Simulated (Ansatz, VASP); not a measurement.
# Te2Pt (1T-PtTe2 5 layers, AA) in two plane-wave programs

One calculation is typed for both programs; each brings its own data sets. How far apart do they land? The structure shown is the start of the Ansatz relaxation below; VASP solves that cell, so the two are compared at the walk's first step.

Program: Ansatz 0.2.0. Level of theory: plane waves, with VASP 6.6.1 beside it; single point at PBE with D3(BJ). Results are calculated unless marked as measured.

### Step 1. The structure

The cell holds 15 atoms: 10 Te and 5 Pt. Cell: a = 4.020 Å, b = 4.020 Å, c = 81.842 Å, α = 90.0°, β = 90.0°, γ = 120.0°. Vacuum lies along c.

### Step 2. Ansatz: relaxation, PBE with D3(BJ)

Ansatz runs on its default PAW (the set named soft_2) files.

The two programs are compared at the cell with which this relaxation starts, whose forces are those of its first step.

The input, input.yaml:

```yaml
crystal:
  lattice:
    - [4.02, 0.0, 0.0]
    - [-2.01, 3.4814221232, 0.0]
    - [0.0, 0.0, 81.8416338808]
  atoms:
    - { symbol: Te, position: [0.6666666667, 0.3333333333, 0.344567901] }
    - { symbol: Pt, position: [0.0, 0.0, 0.3595256105] }
    - { symbol: Te, position: [0.3333333333, 0.6666666667, 0.3744833201] }
    - { symbol: Te, position: [0.6666666667, 0.3333333333, 0.4148050957] }
    - { symbol: Pt, position: [0.0, 0.0, 0.4297628053] }
    - { symbol: Te, position: [0.3333333333, 0.6666666667, 0.4447205148] }
    - { symbol: Te, position: [0.6666666667, 0.3333333333, 0.4850422905] }
    - { symbol: Pt, position: [0.0, 0.0, 0.5] }
    - { symbol: Te, position: [0.3333333333, 0.6666666667, 0.5149577095] }
    - { symbol: Te, position: [0.6666666667, 0.3333333333, 0.5552794852] }
    - { symbol: Pt, position: [0.0, 0.0, 0.5702371947] }
    - { symbol: Te, position: [0.3333333333, 0.6666666667, 0.5851949043] }
    - { symbol: Te, position: [0.6666666667, 0.3333333333, 0.6255166799] }
    - { symbol: Pt, position: [0.0, 0.0, 0.6404743895] }
    - { symbol: Te, position: [0.3333333333, 0.6666666667, 0.655432099] }
  periodic: [true, true, false]
kpoints:
  mp_grid: { grid: [12, 12, 1] }
hamiltonian:
  xc: pbe
  dispersion: d3bj
scf:
  occupations: { method: fermi_dirac, width: 0.05 }
  convergence: { dr2_threshold: 1.0e-09 }
relax:
  f_tol: 0.004
  max_steps: 90
  cell: {}
output:
  write_potential: true
  write_density: true
  volumetric_format: npy
```

Started as:

```bash
> ansatz run input.yaml --threads 4 --pin off --max-ram 16384MiB --backend cpu --events-out ev --progress --plain --runs-dir out
```

Numbers of over 12 decimals in the logs are rounded to 6 here.

The program printed:

```text
Warning: relax.cell: scf.convergence.dr2_threshold = 1e-9 eV is looser than the 1.19416349055e-10 eV advised for a relaxation that steers and ends on the stress (1e-10 eV for each atom of the cell: 15, times the square of relax.cell.stress_2d_tol = 0.05 N/m over 35.4 Å (the atoms' height at the walk's start and 5 Å past either face), 1.411e-2 GPa, over a crystal's default 0.05). What an SCF threshold leaves in a stress goes as its square root, and in the free energy as the threshold itself, and one threshold admits the most on a small cell: [figures from the program's tests cut] Set scf.convergence.dr2_threshold to 1.19416349055e-10 eV or tighter. [rest of the remark cut]
Engine: ansatz 0.2.0, aarch64-unknown-linux-gnu
Pseudopotentials: kind: paw
Pseudopotential: Te, paw, valence charge 16, recommended cutoff 420 eV (normal), Te.paw.azcp
Pseudopotential: Pt, paw, valence charge 18, recommended cutoff 420 eV (normal), Pt.paw.azcp
Functional definition: PBE
  parameter kappa = 0.804
  parameter beta = 0.066725
  exchange = pbe_x(kappa = kappa, mu = beta*pi^2/3)
  correlation = pbe_c(beta = beta)
Crystal: 15 atoms, lattice volume = 1145.400 Å³
Basis set: ecut = 420 eV, 22485 PW (Γ), exchange–correlation on 54×54×1152 points (8 copies of the dense FFT grid, shifted against one another)
Bands: 150, of which v1, the nominal top of the filled ones, is band 125 counted from 1 (124 counted from 0)
Symmetry: 12 space group operations
Space group: P-3m1 (ITA 164), of the structure as read, at distance tolerance 1.0e-4 Å
k-points: 19 of 144
Non-local potential: Te, projectors of the file, l = 0: 2, l = 1: 2, l = 2: 2, l = 3: 2
Non-local potential: Pt, projectors of the file, l = 0: 3, l = 1: 2, l = 2: 2, l = 3: 1
PAW form: soft (Blöchl's): semilocal exchange-correlation on the pseudo side does not see the compensation charge
PAW one-centre angular grid: Te, 590 points (default); XC on 64 Gauss nodes
PAW one-centre angular grid: Pt, 590 points (default); XC on 64 Gauss nodes
Initial density: superposition of atomic densities (neutral atoms: chi_scale 0, normalization atom), corrected by the library's trained network
Initial wavefunctions: pseudopotential atomic-orbital guess
Functional: x = pbe(κ = 0.804, μ = 0.219515), c = pbe(β = 0.066725)
SCF iter   1: F=—  HF=-132425.671634 eV  |F-HF|=—  |Δ(HF+E_count)|=         —  Δρ=1.45e-3  dr2=1.29e-1  ethr=1.77e-3  ⟨swp⟩=13.6  Hψ=18087  notcnv=0  defer=117
preconditioner: auto → LDOS  [metal: Δε(μ)=0.099 eV  Ē_g=9.035 eV  σ=0.050 eV  W_gap=0.45  n_scr=228 (ndim 8)  ℏωp=11.5 eV  f_vac=0.647  D(μ)=3.96/eV (n_scr^D=20)  β→1.0]
SCF iter   2: F=—  HF=-132425.669560 eV  |F-HF|=—  |Δ(HF+E_count)|=   2.07e-3  Δρ=1.42e-3  dr2=5.84e-2  ethr=5.14e-5  ⟨swp⟩=4.0  Hψ=7019  notcnv=0  defer=207
SCF iter   3: F=—  HF=-132425.655454 eV  |F-HF|=—  |Δ(HF+E_count)|=   1.41e-2  Δρ=2.34e-4  dr2=4.03e-3  ethr=2.33e-5  ⟨swp⟩=2.8  Hψ=5352  notcnv=0  defer=207
SCF iter   4: F=—  HF=-132425.655155 eV  |F-HF|=—  |Δ(HF+E_count)|=   3.00e-4  Δρ=7.17e-5  dr2=3.26e-4  ethr=1.61e-6  ⟨swp⟩=3.4  Hψ=5230  notcnv=0  defer=207
SCF iter   5: F=—  HF=-132425.655152 eV  |F-HF|=—  |Δ(HF+E_count)|=   2.94e-6  Δρ=3.35e-5  dr2=7.18e-5  ethr=1.30e-7  ⟨swp⟩=3.5  Hψ=5989  notcnv=0  defer=207
SCF iter   6: F=—  HF=-132425.655158 eV  |F-HF|=—  |Δ(HF+E_count)|=   6.70e-6  Δρ=1.18e-5  dr2=2.59e-6  ethr=2.87e-8  ⟨swp⟩=2.7  Hψ=4187  notcnv=0  defer=207
SCF iter   7: F=—  HF=-132425.655819 eV  |F-HF|=—  |Δ(HF+E_count)|=   6.60e-4  Δρ=4.89e-6  dr2=5.40e-7  ethr=1.04e-9  ⟨swp⟩=3.2  Hψ=5830  notcnv=0  defer=207
SCF iter   8: F=—  HF=-132425.655820 eV  |F-HF|=—  |Δ(HF+E_count)|=   7.05e-7  Δρ=1.49e-6  dr2=3.74e-8  ethr=2.16e-10  ⟨swp⟩=3.5  Hψ=5321  notcnv=0  defer=207
SCF iter   9: F=—  HF=-132425.655820 eV  |F-HF|=—  |Δ(HF+E_count)|=   5.61e-8  Δρ=5.20e-7  dr2=5.80e-9  ethr=1.50e-11  ⟨swp⟩=3.5  Hψ=5476  notcnv=0  defer=207
SCF iter  10: F=—  HF=-132425.655820 eV  |F-HF|=—  |Δ(HF+E_count)|=   6.61e-9  Δρ=2.08e-7  dr2=1.02e-9  ethr=1.00e-12  ⟨swp⟩=11.7  Hψ=20086  notcnv=0
SCF iter  11: F=-132425.655820 eV  HF=-132425.655820 eV  |F-HF|=3.73e-9  |Δ(HF+E_count)|=   3.81e-9  Δρ=9.10e-8  dr2=1.81e-10  ethr=1.00e-12  ⟨swp⟩=10.1  Hψ=16788  notcnv=0
SCF 1 converged in 11 iterations: F = -132425.655820 eV  dr2 = 1.81e-10
  greatest PAW one-centre occupation: 1.000 electrons in one spin orbital (limit 2), on the Pt atom at site 13 (counted from 0), in its partial waves of l = 0
[...]
atom   6  Te     0.00000000    -0.00000000     0.00081199
  atom   7  Te     0.00000000     0.00000000    -0.00063271
  atom   8  Pt    -0.00000000     0.00000000     0.00000000
  atom   9  Te     0.00000000    -0.00000000     0.00063271
  atom  10  Te     0.00000000     0.00000000    -0.00081199
  atom  11  Pt    -0.00000000     0.00000000     0.00042841
  atom  12  Te     0.00000000    -0.00000000     0.00103092
  atom  13  Te     0.00000000     0.00000000    -0.00141173
  atom  14  Pt    -0.00000000     0.00000000     0.00026410
  atom  15  Te    -0.00000000     0.00000000     0.00020628
  max |Σ_I F_I| component: 8.67e-19 eV/Å
--- 2D stress c σ (N/m, compression-positive) ---
       -0.015723      -0.000000      -0.000000
       -0.000000      -0.015723      -0.000000
       -0.000000      -0.000000      -0.000000
  P = ½ c Tr σ = -0.0157 N/m
--- Band table (eV; the first three rows and the last of 19) ---
  k-point 0: bands = [... 121 lower, -4.8437, -4.4741, -3.7168, -3.4329, -3.4329, -3.1002, -3.1002, -3.0646, ... 21 higher]
  k-point 1: bands = [... 121 lower, -4.5291, -4.2422, -4.0514, -3.7432, -3.5806, -3.3325, -3.2045, -3.1156, ... 21 higher]
  k-point 2: bands = [... 121 lower, -5.0107, -4.8867, -4.4710, -4.0572, -3.8156, -3.6469, -3.4827, -3.3859, ... 21 higher]
  k-point 18: bands = [... 121 lower, -6.4174, -6.4174, -6.1619, -6.1619, -4.4824, -4.4824, -4.0020, -4.0020, ... 21 higher]
  the weakly bound empty levels are not read free of the cell's end (no_gap_told)
--- Relaxed structure (12 steps of the walk, 12 accepted, 1 SCFs on fresh bases) ---
  F+E_penalty+E_count = -132427.92672774 eV   max|allowed force component| = 1.412e-3 eV/Å   (the final SCF, on the basis selected at the relaxed cell)
  cell:  # Å, volume = 1155.3032 Å³
    - [4.037342, 0, 0]
    - [-2.018671, 3.496441, 0]
    - [0, 0, 81.8416338808]
  atoms:
    - { symbol: Te, position: [0.666667, 0.333333, 0.358013] }
    - { symbol: Pt, position: [-2.3333688852943445e-17, 0, 0.375011] }
    - { symbol: Te, position: [0.333333, 0.666667, 0.391500] }
    - { symbol: Te, position: [0.666667, 0.333333, 0.420846] }
    - { symbol: Pt, position: [-1.1627620285299662e-17, 0, 0.437479] }
    - { symbol: Te, position: [0.333333, 0.666667, 0.454245] }
    - { symbol: Te, position: [0.666667, 0.333333, 0.483249] }
    - { symbol: Pt, position: [0, 0, 0.5] }
    - { symbol: Te, position: [0.333333, 0.666667, 0.516751] }
    - { symbol: Te, position: [0.666667, 0.333333, 0.545755] }
    - { symbol: Pt, position: [1.1627620285299662e-17, 0, 0.562521] }
    - { symbol: Te, position: [0.333333, 0.666667, 0.579154] }
    - { symbol: Te, position: [0.666667, 0.333333, 0.608500] }
    - { symbol: Pt, position: [2.333368885294344e-17, 0, 0.624989] }
    - { symbol: Te, position: [0.333333, 0.666667, 0.641987] }
```

In the SCF lines HF is the Harris–Foulkes energy and dr2 the Hartree energy of the density residual, in eV; the loop may stop once dr2 is under the threshold and the program's other checks hold. Hψ counts applications of the Hamiltonian.

[end of part 1 of 2]

[Lines on the potential files, build, host, timing and source positions are cut from VASP's logs without a mark.]

[Logs are printed without paths, hosts, clocks, repeated set-up lines and the standing remarks that a program may print on its own settings, such as how far it seeks lower states.]

[Hosts, paths, dates, database ids (printed as entryN), source tags and the programs' standing remarks are cut or masked in the printed files.]
